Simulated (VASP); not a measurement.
Input:

```xyz
2
Lattice="0.0000 2.5767 2.5767 2.5767 0.0000 2.5767 2.5767 2.5767 0.0000" Properties=species:S:1:pos:R:3 pbc="T T T"
Mg     0.0000     0.0000     0.0000
S      2.5767     2.5767     2.5767
```

The numbers are results of revPBE GGA, VASP's PBE PAW potentials (set 64) (plane waves; VASP), not measurements. Run with 520 eV cut-off, 9×9×9 Γ-centred mesh, Gaussian smearing of 0.050 eV, potentials Mg S.

Predict the energy per atom (σ→0), pressure.

```json
{
  "energy per atom (σ→0)": "-4.001 eV/atom",
  "pressure": "4.99 GPa"
}
```

Only differences to runs with the same potentials and settings are physical.

The compound is MgS in the rock salt structure. This cell is one point of a volume scan, at 0.94 of the reference volume.
